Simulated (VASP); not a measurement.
Input:

```xyz
2
Lattice="0.0000 2.9531 2.9531 2.9531 0.0000 2.9531 2.9531 2.9531 0.0000" Properties=species:S:1:pos:R:3 pbc="T T T"
Mg     0.0000     0.0000     0.0000
Te     2.9531     2.9531     2.9531
```

The numbers are results of PBEsol GGA, VASP's PBE PAW potentials (set 64) (plane waves; VASP), not measurements. Settings: 400 eV cut-off, 9×9×9 Γ-centred mesh, tetrahedra with Blöchl corrections, potentials Mg Te.

### Question
Estimate the energy per atom (σ→0).

### Answer

```yaml
energy per atom (σ→0): -3.451 eV/atom
```

The structure was generated: MgTe was put into the rock salt type (Fm-3m), which need not be its known phase. It was relaxed first, which changed the volume by -6 %.
